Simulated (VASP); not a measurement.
Consider the following.

```
InSb
1.0
    0.00000     3.25929     3.25929
    3.25929     0.00000     3.25929
    3.25929     3.25929     0.00000
Sb In
1 1
Cartesian
  1.62965   1.62965   1.62965
  0.00000   0.00000   0.00000
```

All values below come from PBEsol GGA with spin-orbit coupling, VASP's PBE PAW potentials (set 64) (plane waves; VASP). Numerical set-up: 400 eV cut-off, 9×9×9 Γ-centred mesh, Gaussian smearing of 0.050 eV, potentials Sb In_d.

Estimate the energy per atom (σ→0), band gap (over mesh and band path) with the smallest direct gap where there is one.

| Property | Result |
|---|---|
| band gap (over mesh and band path) | none (metal, semimetal or under 0.01 eV) |
| energy per atom (σ→0) | -3.900 eV/atom |

Only differences to runs with the same potentials and settings are physical.

The structure comes from a measured InSb entry (F-43m) of the Crystallography Open Database, whose conditions weren't checked. It was relaxed first.
